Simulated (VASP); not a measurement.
Shape and ions are relaxed at each volume.

Energy against volume of Co (hcp). Level of theory: PBE GGA with D4 dispersion, VASP's PBE PAW potentials (set 64) (plane waves; VASP).

```json
[
 {"V (Å³/atom)": "9.901", "E (eV/atom)": "-7.43952"},
 {"V (Å³/atom)": "10.217", "E (eV/atom)": "-7.46307"},
 {"V (Å³/atom)": "10.533", "E (eV/atom)": "-7.47032"},
 {"V (Å³/atom)": "10.849", "E (eV/atom)": "-7.46391"},
 {"V (Å³/atom)": "11.165", "E (eV/atom)": "-7.44615"}
]
```

### Question
Fit a third-order Birch-Murnaghan equation of state.

### Answer

```json
{
  "volume_per_atom": "10.53 Å³/atom",
  "bulk_modulus": "230 GPa",
  "pressure_derivative_of_the_bulk_modulus": "5.02"
}
```

Measured: bulk modulus 193 GPa at 0 K (computed value off by +19.0 %), as given by Vázquez-Parga, Fernández-Martínez, Viñes, J. Chem. Theory Comput. (2023), doi:10.1021/acs.jctc.3c00612, Supporting … [zero-point energy and finite temperature contributions removed].

The compound is Co in the hcp structure. It was relaxed first, which changed the volume by -5 %.
